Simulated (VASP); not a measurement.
All values below come from LDA (Ceperley-Alder, Perdew-Zunger), VASP's LDA PAW potentials (set 64) (plane waves; VASP 6.6.1).

VASP input:

**POSCAR**
```
LaPt5
1
    5.4285500000     0.0000000000     0.0000000000
   -2.7142750000     4.7012620000     0.0000000000
    0.0000000000     0.0000000000     4.3933300000
La Pt
1 5
Direct
  0.0000000000   0.0000000000   0.0000000000
  0.3333330000   0.6666670000   0.0000000000
  0.6666670000   0.3333330000   0.0000000000
  0.5000000000   0.0000000000   0.5000000000
  0.5000000000   0.5000000000   0.5000000000
  0.0000000000   0.5000000000   0.5000000000
```

**INCAR**
```
# general
SYSTEM  = LaPt5
PREC    = Accurate
ENCUT   = 300
LREAL   = .False.
LASPH   = .True.

# electronic loop
EDIFF   = 1E-6
NELM    = 100
ALGO    = Normal
LMAXMIX = 6

# smearing
ISMEAR  = 0
SIGMA   = 0.1

# ions
IBRION  = 2
NSW     = 50
ISIF    = 3
EDIFFG  = -0.01

# output
LWAVE   = .False.
LCHARG  = .False.
```

File KPOINTS:
```
kpoints
0
gamma
6 6 7
```

POTCAR, in this order: La Pt (LDA.64 set). Program: vasp_std.

Output of the run:

OSZICAR:
```
...
DAV:   1     0.423029766691E+03    0.42303E+03   -0.18342E+04  2080   0.152E+03
DAV:   2     0.240051569228E+02   -0.39902E+03   -0.37858E+03  2292   0.342E+02
DAV:   3    -0.412025578723E+02   -0.65208E+02   -0.60243E+02  3096   0.125E+02
DAV:   4    -0.506298700818E+02   -0.94273E+01   -0.88196E+01  3720   0.408E+01
DAV:   5    -0.514699050480E+02   -0.84003E+00   -0.78978E+00  3016   0.875E+00    0.243E+01
DAV:   6    -0.483211827511E+02    0.31487E+01   -0.74047E+01  3520   0.709E+01    0.144E+01
DAV:   7    -0.479700416570E+02    0.35114E+00   -0.11237E+01  3208   0.303E+01    0.860E+00
DAV:   8    -0.475245244300E+02    0.44552E+00   -0.37748E+00  3092   0.128E+01    0.402E+00
DAV:   9    -0.475551249624E+02   -0.30601E-01   -0.99505E-01  3680   0.737E+00    0.177E+00
DAV:  10    -0.474483769644E+02    0.10675E+00   -0.39890E-01  3272   0.573E+00    0.549E-01
DAV:  11    -0.474471321166E+02    0.12448E-02   -0.30711E-02  3616   0.109E+00    0.271E-01
DAV:  12    -0.474453568073E+02    0.17753E-02   -0.94516E-03  3232   0.789E-01    0.520E-02
DAV:  13    -0.474454538422E+02   -0.97035E-04   -0.12435E-03  3656   0.217E-01    0.363E-02
DAV:  14    -0.474454388878E+02    0.14954E-04   -0.69509E-05  3284   0.516E-02    0.260E-02
DAV:  15    -0.474454224533E+02    0.16434E-04   -0.67029E-05  3052   0.664E-02    0.460E-03
DAV:  16    -0.474454225145E+02   -0.61215E-07   -0.41258E-06  2672   0.106E-02
   1 F= -.47445423E+02 E0= -.47434309E+02  d E =-.474454E+02
       N       E                     dE             d eps       ncg     rms          rms(c)
DAV:   1    -0.586390913849E+02   -0.11194E+02   -0.25825E+02  2256   0.108E+02    0.306E+01
DAV:   2    -0.477065963986E+02    0.10932E+02   -0.45983E+01  2948   0.486E+01    0.658E+00
DAV:   3    -0.468766972455E+02    0.82990E+00   -0.24343E+00  3088   0.137E+01    0.276E+00
DAV:   4    -0.467132204457E+02    0.16348E+00   -0.15336E+00  3248   0.913E+00    0.148E+00
DAV:   5    -0.467036456201E+02    0.95748E-02   -0.19467E-01  3476   0.350E+00    0.916E-01
DAV:   6    -0.467097209917E+02   -0.60754E-02   -0.23956E-02  3168   0.137E+00    0.557E-01
DAV:   7    -0.467130570606E+02   -0.33361E-02   -0.22098E-02  3392   0.104E+00    0.194E-01
DAV:   8    -0.467126541553E+02    0.40291E-03   -0.66251E-03  3164   0.742E-01    0.470E-02
DAV:   9    -0.467127079455E+02   -0.53790E-04   -0.25371E-04  3064   0.106E-01    0.185E-02
DAV:  10    -0.467127101185E+02   -0.21730E-05   -0.25326E-05  3336   0.218E-02    0.830E-03
DAV:  11    -0.467127089142E+02    0.12043E-05   -0.40119E-06  2224   0.204E-02    0.245E-03
DAV:  12    -0.467127091251E+02   -0.21088E-06   -0.96658E-07  1336   0.711E-03
   2 F= -.46712709E+02 E0= -.46702184E+02  d E =0.732713E+00
       N       E                     dE             d eps       ncg     rms          rms(c)
DAV:   1    -0.532006329227E+02   -0.64879E+01   -0.13045E+02  2300   0.763E+01    0.148E+01
DAV:   2    -0.478885079358E+02    0.53121E+01   -0.20382E+01  2908   0.300E+01    0.987E+00
DAV:   3    -0.475854932842E+02    0.30301E+00   -0.31802E+00  3240   0.158E+01    0.547E+00
DAV:   4    -0.475782687763E+02    0.72245E-02   -0.33681E-01  3392   0.414E+00    0.292E+00
DAV:   5    -0.475703380956E+02    0.79307E-02   -0.11171E-01  2544   0.263E+00    0.135E+00
DAV:   6    -0.475721970618E+02   -0.18590E-02   -0.22957E-02  3700   0.105E+00    0.134E-01
DAV:   7    -0.475721578870E+02    0.39175E-04   -0.20779E-03  3064   0.296E-01    0.103E-01
DAV:   8    -0.475721570524E+02    0.83452E-06   -0.48382E-04  3140   0.142E-01    0.534E-02
DAV:   9    -0.475721476781E+02    0.93743E-05   -0.70740E-05  3016   0.576E-02    0.130E-02
DAV:  10    -0.475721461817E+02    0.14965E-05   -0.87269E-06  2968   0.219E-02    0.464E-03
DAV:  11    -0.475721462629E+02   -0.81224E-07   -0.61848E-07  1412   0.761E-03
   3 F= -.47572146E+02 E0= -.47561444E+02  d E =-.126724E+00
       N       E                     dE             d eps       ncg     rms          rms(c)
DAV:   1    -0.475733955747E+02   -0.12494E-02   -0.22298E-02  2292   0.998E-01    0.210E-01
DAV:   2    -0.475724204892E+02    0.97509E-03   -0.40230E-03  2916   0.436E-01    0.100E-01
DAV:   3    -0.475723438653E+02    0.76624E-04   -0.34010E-04  3048   0.171E-01    0.479E-02
DAV:   4    -0.475723335305E+02    0.10335E-04   -0.12096E-04  3312   0.854E-02    0.269E-02
DAV:   5    -0.475723308415E+02    0.26889E-05   -0.21542E-05  2852   0.354E-02    0.129E-02
DAV:   6    -0.475723316860E+02   -0.84446E-06   -0.71980E-06  2832   0.233E-02
   4 F= -.47572332E+02 E0= -.47561636E+02  d E =-.126909E+00
       N       E                     dE             d eps       ncg     rms          rms(c)
DAV:   1    -0.475727363484E+02   -0.40551E-03   -0.89341E-03  2256   0.630E-01    0.133E-01
DAV:   2    -0.475723464284E+02    0.38992E-03   -0.15946E-03  2940   0.278E-01    0.636E-02
DAV:   3    -0.475723161852E+02    0.30243E-04   -0.13171E-04  3096   0.108E-01    0.304E-02
DAV:   4    -0.475723121874E+02    0.39978E-05   -0.47213E-05  3296   0.533E-02    0.173E-02
DAV:   5    -0.475723111823E+02    0.10051E-05   -0.84260E-06  2528   0.224E-02    0.829E-03
DAV:   6    -0.475723114362E+02   -0.25385E-06   -0.21647E-06  1868   0.144E-02
   5 F= -.47572311E+02 E0= -.47561617E+02  d E =-.126889E+00
       N       E                     dE             d eps       ncg     rms          rms(c)
DAV:   1    -0.475744409610E+02   -0.21298E-02   -0.87125E-02  2512   0.225E+00    0.296E-01
DAV:   2    -0.475727440267E+02    0.16969E-02   -0.56549E-03  2704   0.538E-01    0.153E-01
DAV:   3    -0.475724491065E+02    0.29492E-03   -0.99582E-04  3264   0.289E-01    0.728E-02
DAV:   4    -0.475723790246E+02    0.70082E-04   -0.38419E-04  3072   0.142E-01    0.362E-02
DAV:   5    -0.475723696877E+02    0.93369E-05   -0.50508E-05  3120   0.580E-02    0.171E-02
DAV:   6    -0.475723699202E+02   -0.23255E-06   -0.97603E-06  3180   0.243E-02
   6 F= -.47572370E+02 E0= -.47561726E+02  d E =-.584840E-04
       N       E                     dE             d eps       ncg     rms          rms(c)
DAV:   1    -0.475728474884E+02   -0.47780E-03   -0.16634E-02  2496   0.985E-01    0.130E-01
DAV:   2    -0.475725245385E+02    0.32295E-03   -0.10863E-03  2748   0.235E-01    0.662E-02
DAV:   3    -0.475724681552E+02    0.56383E-04   -0.18923E-04  3280   0.125E-01    0.315E-02
DAV:   4    -0.475724544610E+02    0.13694E-04   -0.73622E-05  3096   0.621E-02    0.155E-02
DAV:   5    -0.475724526918E+02    0.17692E-05   -0.93153E-06  2760   0.251E-02    0.731E-03
DAV:   6    -0.475724525355E+02    0.15634E-06   -0.12342E-06  1508   0.116E-02
   7 F= -.47572453E+02 E0= -.47561791E+02  d E =-.141099E-03
       N       E                     dE             d eps       ncg     rms          rms(c)
DAV:   1    -0.475733838335E+02   -0.93114E-03   -0.30351E-02  2404   0.131E+00    0.177E-01
DAV:   2    -0.475725750890E+02    0.80874E-03   -0.32551E-03  3024   0.422E-01    0.800E-02
DAV:   3    -0.475724978715E+02    0.77218E-04   -0.25709E-04  3280   0.140E-01    0.381E-02
DAV:   4    -0.475724780813E+02    0.19790E-04   -0.86431E-05  3408   0.702E-02    0.145E-02
DAV:   5    -0.475724775445E+02    0.53671E-06   -0.88315E-06  2932   0.215E-02
   8 F= -.47572478E+02 E0= -.47561852E+02  d E =-.250091E-04
       N       E                     dE             d eps       ncg     rms          rms(c)
DAV:   1    -0.475726351180E+02   -0.15704E-03   -0.45903E-03  2356   0.509E-01    0.696E-02
DAV:   2    -0.475725100479E+02    0.12507E-03   -0.51437E-04  3032   0.175E-01    0.309E-02
DAV:   3    -0.475724983618E+02    0.11686E-04   -0.40524E-05  3288   0.555E-02    0.148E-02
DAV:   4    -0.475724952409E+02    0.31210E-05   -0.12946E-05  3296   0.274E-02    0.537E-03
DAV:   5    -0.475724951132E+02    0.12768E-06   -0.85039E-07  1356   0.825E-03
   9 F= -.47572495E+02 E0= -.47561856E+02  d E =-.425777E-04
```

File OUTCAR:
```
------------------------ aborting loop because EDIFF is reached ----------------------------------------
  FORCE on cell =-STRESS in cart. coord.  units (eV):
  Direction    XX          YY          ZZ          XY          YZ          ZX
  --------------------------------------------------------------------------------------
  Total       -0.0016141     -0.0016141     -0.0063429      0.0000000      0.0000000      0.0000000
  in kB       -0.0240668     -0.0240668     -0.0945741      0.0000000      0.0000000      0.0000000
  external PRESSURE =      -0.0475692 kB  Pullay stress =       0.0000000 kB
  volume of cell :      107.45
      direct lattice vectors                 reciprocal lattice vectors
     5.352487754  0.000000000  0.000000000     0.186829012  0.107865785  0.000000000
    -2.676243877  4.635390171  0.000000000    -0.000000000  0.215731570  0.000000000
    -0.000000000 -0.000000000  4.330939149    -0.000000000 -0.000000000  0.230896802
 POSITION                                       TOTAL-FORCE (eV/Angst)
 -----------------------------------------------------------------------------------
      0.00000      0.00000      0.00000        -0.000000      0.000000      0.000000
     -0.00000      3.09026      0.00000         0.000000     -0.000000      0.000000
      2.67625      1.54513      4.33094         0.000000     -0.000000      0.000000
      2.67624     -0.00000      2.16547        -0.000000      0.000000      0.000000
      1.33812      2.31770      2.16547        -0.000000      0.000000      0.000000
     -1.33812      2.31770      2.16547        -0.000000      0.000000      0.000000
 -----------------------------------------------------------------------------------
    total drift:                               -0.000000     -0.000000      0.000000
  FREE ENERGIE OF THE ION-ELECTRON SYSTEM (eV)
  ---------------------------------------------------
  free  energy   TOTEN  =       -47.5724951132 eV

  energy  without entropy=      -47.5512171101  energy(sigma->0) =      -47.56185611

 reached required accuracy - stopping structural energy minimisation
```
(Selected blocks of OUTCAR.)

**CONTCAR**
```
LaPt5
   1.00000000000000
     5.3524877539640316    0.0000000000000000    0.0000000000000000
    -2.6762438769820158    4.6353901713030838    0.0000000000000000
    -0.0000000000000000   -0.0000000000000000    4.3309391487507671
  La              Pt
     1     5
Direct
     0.0000000000000000    0.0000000000000000    0.0000000000000000
     0.3333330000000032    0.6666669999999968    0.0000000000000000
     0.6666669999999968    0.3333330000000032    1.0000000000000000
     0.5000000000000000    0.0000000000000000    0.5000000000000000
     0.5000000000000000    0.5000000000000000    0.5000000000000000
     0.0000000000000000    0.5000000000000000    0.5000000000000000
```

At this cut-off the stress carries a Pulay error, which pulls relaxed volumes low. Energy and stress use the plane-wave basis of the starting cell.

The structure comes from a computed database's LaPt5 entry (P6/mmm); how it stands against other phases isn't given here. This run relaxes it. Symmetry was kept, so distortions that lower it aren't found. The run is one of a series of settings (EDIFFG = -0.01, IBRION = 2, ISIF = 3, NSW = 50 against the base run), some of them coarse on purpose. The electron count is odd and the run is not spin-polarised, which forces a metal.
